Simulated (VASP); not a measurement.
These are revPBE GGA, VASP's PBE PAW potentials (set 64) (plane waves; VASP 6.6.1) values and carry that method's errors.

Input for VASP

INCAR:
```
ALGO  =  Normal
EDIFF  =  1E-6
EDIFFG  =  -0.01
ENCUT  =  520
GGA  =  RE
IBRION  =  2
ISIF  =  3
ISMEAR  =  0
LASPH  =  .TRUE.
LCHARG  =  .FALSE.
LMAXMIX  =  4
LREAL  =  .FALSE.
LWAVE  =  .FALSE.
NELM  =  100
NSW  =  60
PREC  =  Accurate
SIGMA  =  0.05
SYSTEM  =  GaN
```

### KPOINTS
```
Automatic mesh
0
Gamma
9 9 9
```

### POSCAR
```
GaN
1
    0.0000000000     2.2600000000     2.2600000000
    2.2600000000     0.0000000000     2.2600000000
    2.2600000000     2.2600000000     0.0000000000
Ga N
1 1
Direct
  0.0000000000   0.0000000000   0.0000000000
  0.2500000000   0.2500000000   0.2500000000
```

POTCAR, in this order: Ga_d N (PBE.64 set). Program: vasp_std.

Output

### OSZICAR
```
       N       E                     dE             d eps       ncg     rms          rms(c)
DAV:   1     0.945854312029E+02    0.94585E+02   -0.98356E+03   947   0.250E+03
DAV:   2    -0.559118027957E+01   -0.10018E+03   -0.94751E+02  1055   0.373E+02
DAV:   3    -0.132602764651E+02   -0.76691E+01   -0.76096E+01   990   0.919E+01
DAV:   4    -0.133991852624E+02   -0.13891E+00   -0.13877E+00  1160   0.132E+01
DAV:   5    -0.134009852267E+02   -0.18000E-02   -0.17999E-02   985   0.132E+00    0.767E+00
DAV:   6    -0.114343569685E+02    0.19666E+01   -0.58520E+00  1382   0.478E+01    0.270E+00
DAV:   7    -0.114502540993E+02   -0.15897E-01   -0.35492E-01   915   0.790E+00    0.179E+00
DAV:   8    -0.114504133270E+02   -0.15923E-03   -0.63787E-02  1036   0.439E+00    0.768E-01
DAV:   9    -0.114454793027E+02    0.49340E-02   -0.21197E-02  1346   0.377E+00    0.191E-01
DAV:  10    -0.114459621975E+02   -0.48289E-03   -0.22618E-03  1075   0.838E-01    0.930E-02
DAV:  11    -0.114458473156E+02    0.11488E-03   -0.46523E-04  1327   0.407E-01    0.148E-02
DAV:  12    -0.114458593041E+02   -0.11989E-04   -0.50889E-05   970   0.912E-02    0.126E-02
DAV:  13    -0.114458588893E+02    0.41476E-06   -0.29223E-06  1049   0.165E-02
   1 F= -.11445859E+02 E0= -.11445859E+02  d E =-.114459E+02
       N       E                     dE             d eps       ncg     rms          rms(c)
DAV:   1    -0.120396072792E+02   -0.59375E+00   -0.85982E+00  1060   0.851E+01    0.462E+00
DAV:   2    -0.115866481442E+02    0.45296E+00   -0.70075E-01  1115   0.245E+01    0.216E+00
DAV:   3    -0.114649992494E+02    0.12165E+00   -0.17260E-01  1090   0.160E+01    0.466E-01
DAV:   4    -0.114521217574E+02    0.12877E-01   -0.18431E-02  1119   0.198E+00    0.106E-01
DAV:   5    -0.114515253157E+02    0.59644E-03   -0.40718E-04  1172   0.291E-01    0.348E-02
DAV:   6    -0.114515261069E+02   -0.79117E-06   -0.47569E-05  1081   0.138E-01    0.134E-02
DAV:   7    -0.114515255871E+02    0.51984E-06   -0.66026E-06  1107   0.380E-02
   2 F= -.11451526E+02 E0= -.11451526E+02  d E =-.566670E-02
       N       E                     dE             d eps       ncg     rms          rms(c)
DAV:   1    -0.115877993454E+02   -0.13627E+00   -0.16883E+00  1080   0.352E+01    0.219E+00
DAV:   2    -0.114880419733E+02    0.99757E-01   -0.16953E-01  1110   0.134E+01    0.973E-01
DAV:   3    -0.114644919675E+02    0.23550E-01   -0.27979E-02  1120   0.623E+00    0.252E-01
DAV:   4    -0.114613824404E+02    0.31095E-02   -0.35957E-03  1144   0.991E-01    0.184E-02
DAV:   5    -0.114614017756E+02   -0.19335E-04   -0.25450E-04  1103   0.230E-01    0.170E-02
DAV:   6    -0.114613975026E+02    0.42730E-05   -0.73137E-06  1003   0.330E-02    0.100E-02
DAV:   7    -0.114613977050E+02   -0.20236E-06   -0.24710E-06   960   0.255E-02
   3 F= -.11461398E+02 E0= -.11461398E+02  d E =-.155388E-01
```

OUTCAR:
```
------------------------ aborting loop because EDIFF is reached ----------------------------------------
  FORCE on cell =-STRESS in cart. coord.  units (eV):
  Direction    XX          YY          ZZ          XY          YZ          ZX
  --------------------------------------------------------------------------------------
  Total       -0.0041895     -0.0041895     -0.0041895      0.0000000     -0.0000000      0.0000000
  in kB       -0.2807726     -0.2807726     -0.2807726      0.0000000     -0.0000000      0.0000000
  external PRESSURE =      -0.2807726 kB  Pullay stress =       0.0000000 kB
  volume of cell :       23.91
      direct lattice vectors                 reciprocal lattice vectors
    -0.000000000  2.286458576  2.286458576    -0.218678792  0.218678792  0.218678792
     2.286458576  0.000000000  2.286458576     0.218678792 -0.218678792  0.218678792
     2.286458576  2.286458576  0.000000000     0.218678792  0.218678792 -0.218678792
  FREE ENERGIE OF THE ION-ELECTRON SYSTEM (eV)
  ---------------------------------------------------
  free  energy   TOTEN  =       -11.4613977050 eV

  energy  without entropy=      -11.4613977050  energy(sigma->0) =      -11.46139770

 reached required accuracy - stopping structural energy minimisation
```
(Selected blocks of OUTCAR.)

File CONTCAR:
```
GaN
   1.00000000000000
    -0.0000000000000000    2.2864585758064924    2.2864585758064924
     2.2864585758064924    0.0000000000000000    2.2864585758064924
     2.2864585758064924    2.2864585758064924    0.0000000000000000
  Ga              N
     1     1
Direct
     0.0000000000000000    0.0000000000000000    0.0000000000000000
     0.2500000000000000    0.2500000000000000    0.2500000000000000
```

### OUTCAR
```
 val. band max:        4.9202820926   @ k =   0.0000   0.0000   0.0000

 cond. band min:       6.4032908329   @ k =   0.0000   0.0000   0.0000


 Fermi energy:         5.1298479086

 k-point     1 :       0.0000    0.0000    0.0000
  band No.  band energies     occupation
      1     -10.6819      2.00000
      2      -8.4988      2.00000
      3      -8.4988      2.00000
      4      -8.4988      2.00000
      5      -8.2212      2.00000
      6      -8.2212      2.00000
      7       4.9203      2.00000
      8       4.9203      2.00000
      9       4.9203      2.00000
     10       6.4033      0.00000
     11      15.0026      0.00000
     12      15.0026      0.00000
     13      15.0026      0.00000

 k-point     2 :       0.1111    0.0000    0.0000
  band No.  band energies     occupation
      1     -10.5615      2.00000
      2      -8.4843      2.00000
      3      -8.4843      2.00000
      4      -8.4450      2.00000
      5      -8.2223      2.00000
      6      -8.2223      2.00000
      7       3.6242      2.00000
      8       4.7979      2.00000
      9       4.7979      2.00000
     10       7.4249      0.00000
     11      14.4251      0.00000
     12      15.1889      0.00000
     13      15.1889      0.00000

 k-point     3 :       0.2222    0.0000    0.0000
  band No.  band energies     occupation
      1     -10.2814      2.00000
      2      -8.4529      2.00000
      3      -8.4529      2.00000
      4      -8.2194      2.00000
      5      -8.2194      2.00000
      6      -8.2168      2.00000
      7       1.6546      2.00000
      8       4.5096      2.00000
      9       4.5096      2.00000
     10       8.5570      0.00000
     11      13.6352      0.00000
     12      15.4423      0.00000
     13      15.4423      0.00000

 k-point     4 :       0.3333    0.0000    0.0000
  band No.  band energies     occupation
      1     -10.0378      2.00000
      2      -8.4297      2.00000
      3      -8.4297      2.00000
...
```

Energy and stress use the plane-wave basis of the starting cell.

The compound is GaN in the zinc blende structure, a metastable form; wurtzite is the usual one. This run relaxes it. Symmetry was kept, so distortions that lower it aren't found.
